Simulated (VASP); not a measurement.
An input for Ansatz (written as the equivalent of a VASP run, and not itself run):

Ansatz 0.2 input:
```yaml
crystal:
  lattice:
    - [-2.3173807, 2.3173807, 2.3173807]
    - [2.3173807, -2.3173807, 2.3173807]
    - [2.3173807, 2.3173807, -2.3173807]
  atoms:
    - { symbol: Rb, position: [0.0000000, 0.0000000, 0.0000000] }
kpoints:
  mp_grid: { grid: [11, 11, 11] }
hamiltonian:
  xc: pbe
  pseudopotentials: { kind: paw }
scf:
  occupations: { method: methfessel_paxton, width: 0.1 }
  max_iter: 100
relax:
  max_steps: 40
  f_tol: 0.02
  cell: { p_target: 10 }
output: { forces: true, stress: true, eigenvalues: true }
```

Question: Write the VASP files for the same calculation (PBE).

Answer: One answer among several that fit: 
**KPOINTS**
```
Automatic mesh
0
Gamma
11 11 11
0 0 0
```

POSCAR:
```
Rb
1
   -2.3173807226     2.3173807226     2.3173807226
    2.3173807226    -2.3173807226     2.3173807226
    2.3173807226     2.3173807226    -2.3173807226
Rb
1
Direct
  0.0000000000   0.0000000000   0.0000000000
```

### INCAR
```
SYSTEM = Rb
PREC = Accurate; ENCUT = 500; LREAL = F
LASPH = T
EDIFF = 1E-6; NELM = 100; ALGO = Normal
LMAXMIX = 4
ISMEAR = 1; SIGMA = 0.1
GGA = PE
IBRION = 2; NSW = 40; ISIF = 3
EDIFFG = -0.02; PSTRESS = 100
LWAVE = F; LCHARG = F
```

POTCAR, in this order: Rb_sv (PBE.64 set). Program: vasp_std.

The two are equivalent in intent, not identical: each code has its own PAW files, so the cut-off isn't converted (ENCUT is set for VASP's; basis.ecutwfc is left out, and Ansatz then takes the one that its files recommend); Ansatz stops its SCF on the density residual and VASP on the energy change (EDIFF).

The compound is Rb in the bcc structure. This run relaxes it under an external pressure of 10 GPa. Symmetry was kept, so distortions that lower it aren't found.
